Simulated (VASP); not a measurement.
Consider the following.

```xyz
2
Lattice="0.0000 2.5379 2.5379 2.5379 0.0000 2.5379 2.5379 2.5379 0.0000" Properties=species:S:1:pos:R:3 pbc="T T T"
Be     0.0000     0.0000     0.0000
Se     1.2690     1.2690     1.2690
```

Method: HSE06 screened hybrid, VASP's PBE PAW potentials (set 64) (plane waves; VASP 6.6.1). Run with 520 eV cut-off, 6×6×6 Γ-centred mesh, Gaussian smearing of 0.050 eV, potentials Be Se.

Question: What does the run give for the energy per atom (σ→0), pressure, band gap (on the k-mesh) with the smallest direct gap where there is one?

Answer: 
```json
{
  "band gap (on the k-mesh)": "3.40 eV",
  "smallest direct gap (on the k-mesh)": "5.80 eV",
  "energy per atom (σ→0)": "-5.064 eV/atom",
  "pressure": "3.55 GPa"
}
```

The absolute energy has meaning only against runs of the same code, potentials and settings.

The compound is BeSe in the zinc blende structure. This cell is one point of a volume scan, at 0.94 of the reference volume. The cell's shape comes from a PBE relaxation.
